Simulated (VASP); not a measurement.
Write the native input for VASP 6.6.1 that does the following.

| Item | Value |
| --- | --- |
| Task | band structure |
| Functional | PBE |
| Potentials or basis | VASP PAW PBE potentials, release 64 (Ga_d, N) |
| Cutoff | 520 eV |
| k mesh | 12 × 12 × 6 |
| Occupations | gaussian, width 0.02 eV |
| Spin | no spin polarisation |
| Further INCAR settings | ALGO = Normal; EDIFF = 1e-07; AMIX = 0.2 |

The structure of GaN lies in POSCAR:

```
GaN                                     
1.0
    3.2188884879      0.0000000000      0.0000000000
   -1.6094442439      2.7876391982      0.0000000000
    0.0000000000      0.0000000000      5.2445697879
  Ga              N             
     2     2
Direct
     0.3333333300000021    0.6666666699999979    0.9991422419515820
     0.6666666699999979    0.3333333300000021    0.4991422419515819
     0.3333333300000021    0.6666666699999979    0.3758577580484181
     0.6666666699999979    0.3333333300000021    0.8758577580484180
```

The input as run:

INCAR

```
SYSTEM = GaN
PREC = Accurate ; ENCUT = 520
EDIFF = 1E-7 ; ISMEAR = 0
SIGMA = 0.02 ; LREAL = .FALSE.
LASPH = .TRUE. ; NELM = 80
ALGO = Normal ; ISIF = 2
LWAVE = .FALSE. ; LCHARG = .FALSE.
GGA = PE ; AMIX = 0.2
```

KPOINTS

```
regular mesh
0
G
  12 12 6
  0 0 0
```

KPOINTS_OPT

```
path GMKGALHA,LM,KH
20
line-mode
reciprocal
 0.0000000000  0.0000000000  0.0000000000  G
 0.5000000000  0.0000000000  0.0000000000  M

 0.5000000000  0.0000000000  0.0000000000  M
 0.3333333333  0.3333333333  0.0000000000  K

 0.3333333333  0.3333333333  0.0000000000  K
 0.0000000000  0.0000000000  0.0000000000  G

 0.0000000000  0.0000000000  0.0000000000  G
 0.0000000000  0.0000000000  0.5000000000  A

 0.0000000000  0.0000000000  0.5000000000  A
 0.5000000000  0.0000000000  0.5000000000  L

 0.5000000000  0.0000000000  0.5000000000  L
 0.3333333333  0.3333333333  0.5000000000  H

 0.3333333333  0.3333333333  0.5000000000  H
 0.0000000000  0.0000000000  0.5000000000  A

 0.5000000000  0.0000000000  0.5000000000  L
 0.5000000000  0.0000000000  0.0000000000  M

 0.3333333333  0.3333333333  0.0000000000  K
 0.3333333333  0.3333333333  0.5000000000  H
```

Potentials or basis: VASP PAW PBE potentials, release 64 (Ga_d, N).

Launch:

```console
$ cat potpaw_PBE.64/Ga_d/POTCAR potpaw_PBE.64/N/POTCAR > POTCAR
$ mpirun -np 1 vasp_std > vasp.out
```

Results of the run:

```
Pressure                : 0.0 GPa
Band gap on the k mesh  : 1.71 eV, direct
Band gap along the path : 1.71 eV, direct
```

Wall time 64 s on 1 thread of Intel(R) Xeon(R) 6975P-C (Granite Rapids) (shared host), peak memory 0.25 GiB.
